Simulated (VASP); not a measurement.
Given:

```yaml
crystal:
  lattice:
    - [0.00000, 2.75807, 2.75807]
    - [2.75807, 0.00000, 2.75807]
    - [2.75807, 2.75807, 0.00000]
  atoms:
    - { symbol: Ca, position: [0.00000, 0.00000, 0.00000] }
    - { symbol: F, position: [0.25000, 0.25000, 0.25000] }
    - { symbol: F, position: [0.75000, 0.75000, 0.75000] }
```

These are PBE GGA, VASP's PBE PAW potentials (set 64) (plane waves; VASP) values and carry that method's errors. Run with 520 eV cut-off, 7×7×7 Γ-centred mesh, Gaussian smearing of 0.050 eV, potentials Ca_sv F.

**Question.** Estimate the energy per atom (σ→0).

**Answer.** 
```yaml
energy per atom (σ→0): -5780 meV/atom
```

The compound is CaF2 in the fluorite structure. It was relaxed first.
